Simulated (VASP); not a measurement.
Input:

```
CELL_PARAMETERS angstrom
      0.00000     2.58758     2.58758
      2.58758     0.00000     2.58758
      2.58758     2.58758     0.00000
ATOMIC_POSITIONS crystal
  Pm 0.00000 0.00000 0.00000
```

These are r2SCAN meta-GGA with spin-orbit coupling, VASP's PBE PAW potentials (set 64) (plane waves; VASP) values and carry that method's errors. Run with 400 eV cut-off, 11×11×11 Γ-centred mesh, Gaussian smearing of 0.050 eV, potentials Pm_3.

The 4f electrons are frozen in the core of the lanthanide potential, so 4f levels, which can set the real gap, and their magnetism are missing.

Q: Give the energies of bands 9 to 17 at the high-symmetry points, in eV from the Fermi level.

A: 
```tsv
band	Γ	X	U	L	W
9	-4.32	-2.09	-1.27	-2.02	-0.93
10	-4.32	-2.09	-1.27	-2.02	-0.93
11	1.69	-1.31	-0.52	1.45	0.32
12	1.69	-1.31	-0.52	1.45	0.32
13	1.69	3.31	1.59	1.62	0.46
14	1.69	3.31	1.59	1.62	0.46
15	1.85	5.92	3.94	1.63	2.89
16	1.85	5.92	3.94	1.63	2.89
17	4.16	6.33	5.54	5.84	6.42
```

It has no gap at this level: it comes out as a metal or semimetal.

The structure comes from a computed database's Pm entry (Fm-3m); how it stands against other phases isn't given here. It was relaxed first.
